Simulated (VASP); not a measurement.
## HfZr2Se4: single point with PBE

HfZr2Se4:

```
Zr Hf Se
1.0
     3.89291   -5.33202    0.00000
     3.89291    5.33202    0.00000
     0.00000    0.00000    7.57012
Zr Hf Se
4 2 8
Cartesian
  1.9465 -2.6660 1.8925
  1.9465 -2.6660 5.6776
  1.9465 2.6660 1.8925
  1.9465 2.6660 5.6776
  0.0000 0.0000 0.0000
  0.0000 0.0000 3.7851
  3.8929 2.5402 0.0000
  3.8929 2.5402 3.7851
  3.8929 -2.5402 0.0000
  3.8929 -2.5402 3.7851
  1.9706 0.0000 1.8925
  1.9706 0.0000 5.6776
  5.8152 0.0000 1.8925
  5.8152 0.0000 5.6776
```

The cell was built by a generator and needn't be a form met in nature.

```
Program                : VASP 6.6.1
Task                   : single point
Functional             : PBE
Potentials or basis    : VASP PAW PBE potentials, release 64 (Zr_sv, Hf_pv, Se)
Cutoff                 : 520 eV
k mesh                 : 4 × 4 × 3
Occupations            : gaussian, width 0.15 eV
Spin                   : no spin polarisation
Further INCAR settings : PREC = Normal; LREAL = Auto; ALGO = Fast; EDIFF = 1e-05; NBANDS = 71
```

* Pressure: 0.0 GPa
* Largest force: 0.030 eV/Å
* Band gap on the k mesh: none (metal or under the smearing width)

Forces in eV/Å, atoms in the order of the input:
```
Zr   0.000  0.000  0.000
Zr   0.000  0.000  0.000
Zr   0.000  0.000  0.000
Zr   0.000  0.000  0.000
Hf   0.000  0.000  0.000
Hf   0.000  0.000  0.000
Se   0.000 -0.026  0.000
Se   0.000 -0.026  0.000
Se   0.000  0.026  0.000
Se   0.000  0.026  0.000
Se   0.030  0.000  0.000
Se   0.030  0.000  0.000
Se  -0.030  0.000  0.000
Se  -0.030  0.000  0.000
```

Stress tensor (GPa, compression positive):
```
 0.37  0.00  0.00
 0.00 -0.11  0.00
 0.00  0.00 -0.17
```

Levels at points of the mesh, in eV from the Fermi level:
```tsv
k point	band 54	band 55	band 56	band 57	band 58	band 59	band 60	band 61	band 62	band 63
(0.00, 0.00, 0.00)	-2.02	-1.88	-0.53	-0.38	-0.07	0.13	0.36	0.70	0.72	0.75
(0.50, 0.00, 0.00)	-2.52	-0.87	-0.78	-0.70	-0.69	0.13	0.19	0.25	0.26	0.27
(0.50, 0.50, 0.00)	-2.90	-2.21	-2.19	-2.09	-0.32	-0.03	0.48	0.91	1.01	1.34
```

It took 2.4 min on 1 thread of Intel(R) Xeon(R) Platinum 8559C (Emerald Rapids), with other jobs on the host, peak memory 0.37 GiB.

Spin-orbit coupling is left out, which matters for the levels of Hf.
